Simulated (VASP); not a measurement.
Input for VASP

KPOINTS:
```
Automatic mesh
0
Gamma
9 9 3
```

**INCAR**
```
! general
SYSTEM=C
PREC  =Accurate
ENCUT =520
LREAL =.FALSE.
LASPH =.TRUE.

! electronic loop
EDIFF =1E-6
NELM  =100
ALGO  =Normal

! smearing
ISMEAR=0
SIGMA =0.05

! ions
IBRION=2
NSW   =60
ISIF  =3
EDIFFG=-0.02

! output
LWAVE =.FALSE.
LCHARG=.FALSE.
```

POSCAR:
```
C
1
    1.2236523804    -2.1194276080     0.0000000000
    1.2236523804     2.1194276080     0.0000000000
    0.0000000000     0.0000000000     6.7088410486
C
4
Direct
  0.0000000000   0.0000000000   0.2500000000
  0.0000000000   0.0000000000   0.7500000000
  0.3333330000   0.6666670000   0.2500000000
  0.6666670000   0.3333330000   0.7500000000
```

POTCAR, in this order: C (LDA.64 set). Program: vasp_std.

Write an equivalent input for Ansatz.

One equivalent input (not run):
Ansatz 0.2 input:
```yaml
crystal:
  lattice:
    - [1.2236524, -2.1194276, 0.0000000]
    - [1.2236524, 2.1194276, 0.0000000]
    - [0.0000000, 0.0000000, 6.7088410]
  atoms:
    - { symbol: C, position: [0.0000000, 0.0000000, 0.2500000] }
    - { symbol: C, position: [0.0000000, 0.0000000, 0.7500000] }
    - { symbol: C, position: [0.3333330, 0.6666670, 0.2500000] }
    - { symbol: C, position: [0.6666670, 0.3333330, 0.7500000] }
kpoints:
  mp_grid: { grid: [9, 9, 3] }
hamiltonian:
  xc: lda
  pseudopotentials: { kind: paw }
scf:
  occupations: { method: gaussian, width: 0.05 }
  max_iter: 100
relax:
  max_steps: 60
  f_tol: 0.02
  cell: {}
output: { forces: true, stress: true, eigenvalues: true }
```
What does not carry over: each code has its own PAW files, so the cut-off isn't converted (ENCUT is set for VASP's; basis.ecutwfc is left out, and Ansatz then takes the one that its files recommend); Ansatz stops its SCF on the density residual and VASP on the energy change (EDIFF); Ansatz's lda is the Perdew-Wang form, while the LDA potentials of VASP carry Perdew-Zunger's.

The compound is C in the graphite structure. This run relaxes it. Symmetry was kept, so distortions that lower it aren't found. The k-mesh is coarse (spacing up to 0.33 per Å, 2π included), so the numbers may not be converged in it. The start is the result of an earlier pass.
